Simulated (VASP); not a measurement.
Computed with PBE GGA, VASP's PBE PAW potentials (set 64) (plane waves; VASP).

A VASP calculation is set up with these files.

KPOINTS:
```
kpoints
0
G
13 13 13
```

File POSCAR:
```
TaN
1
    0.0000000000     2.1317740000     2.1317740000
    2.1317740000     0.0000000000     2.1317740000
    2.1317740000     2.1317740000     0.0000000000
Ta N
1 1
Direct
  0.5000000000   0.5000000000   0.5000000000
  0.0000000000   0.0000000000   0.0000000000
```

### INCAR
```
# general
SYSTEM  = TaN
PREC    = Accurate
ENCUT   = 400   # plane-wave cut-off (eV)
LREAL   = F   # projection in real space or not
LASPH   = T

# electronic loop
EDIFF   = 1E-6
NELM    = 100   # most electronic steps
ALGO    = Normal
LMAXMIX = 6   # l cut-off of mixed one-centre charges

# smearing
ISMEAR  = 0   # Gaussian
SIGMA   = 0.2

# functional
GGA     = PE   # PBE

# ions
ISIF    = 2

# output
LWAVE   = F
LCHARG  = F
```

POTCAR, in this order: Ta_pv N (PBE.64 set). Program: vasp_std.

What VASP printed:

**OSZICAR**
```
       N       E                     dE             d eps       ncg     rms          rms(c)
DAV:   1     0.745255853635E+02    0.74526E+02   -0.80778E+03  2040   0.118E+03
DAV:   2    -0.216346660530E+02   -0.96160E+02   -0.91248E+02  2324   0.301E+02
DAV:   3    -0.245301527293E+02   -0.28955E+01   -0.28343E+01  2520   0.486E+01
DAV:   4    -0.245593210145E+02   -0.29168E-01   -0.29026E-01  2248   0.451E+00
DAV:   5    -0.245596404397E+02   -0.31943E-03   -0.31938E-03  2468   0.375E-01    0.302E+01
DAV:   6    -0.216356577309E+02    0.29240E+01   -0.11060E+01  2320   0.328E+01    0.132E+01
DAV:   7    -0.215780152638E+02    0.57642E-01   -0.34025E-01  2136   0.583E+00    0.842E+00
DAV:   8    -0.215525107440E+02    0.25505E-01   -0.86470E-02  2444   0.286E+00    0.127E+00
DAV:   9    -0.215488115100E+02    0.36992E-02   -0.16401E-02  2284   0.101E+00    0.297E-01
DAV:  10    -0.215487207193E+02    0.90791E-04   -0.13157E-03  2260   0.405E-01    0.788E-02
DAV:  11    -0.215486700371E+02    0.50682E-04   -0.14306E-04  2312   0.115E-01    0.156E-02
DAV:  12    -0.215486692625E+02    0.77458E-06   -0.72010E-06  2224   0.270E-02
   1 F= -.21548669E+02 E0= -.21543346E+02  d E =-.106461E-01
```

### OUTCAR
```
------------------------ aborting loop because EDIFF is reached ----------------------------------------
  FORCE on cell =-STRESS in cart. coord.  units (eV):
  Direction    XX          YY          ZZ          XY          YZ          ZX
  --------------------------------------------------------------------------------------
  Total        5.0454889      5.0454889      5.0454889      0.0000000     -0.0000000      0.0000000
  in kB      417.2154284    417.2154284    417.2154284      0.0000000     -0.0000000      0.0000000
  external PRESSURE =     417.2154284 kB  Pullay stress =       0.0000000 kB
  volume of cell :       19.38
      direct lattice vectors                 reciprocal lattice vectors
     0.000000000  2.131774000  2.131774000    -0.234546439  0.234546439  0.234546439
     2.131774000  0.000000000  2.131774000     0.234546439 -0.234546439  0.234546439
     2.131774000  2.131774000  0.000000000     0.234546439  0.234546439 -0.234546439
 POSITION                                       TOTAL-FORCE (eV/Angst)
 -----------------------------------------------------------------------------------
      2.13177      2.13177      2.13177         0.000000     -0.000000      0.000000
      0.00000      0.00000      0.00000        -0.000000      0.000000     -0.000000
 -----------------------------------------------------------------------------------
    total drift:                                0.000000      0.000000      0.000000
  FREE ENERGIE OF THE ION-ELECTRON SYSTEM (eV)
  ---------------------------------------------------
  free  energy   TOTEN  =       -21.5486692625 eV

  energy  without entropy=      -21.5380231540  energy(sigma->0) =      -21.54334621
```
(Selected blocks of OUTCAR.)

At this cut-off the stress carries a Pulay error, which pulls relaxed volumes low.

The structure comes from a computed database's TaN entry; how it stands against other phases isn't given here. The cell was not relaxed at this level, and its volume differs by -5.9 % from the start's. VASP warned that the highest band is occupied, so more bands are needed.
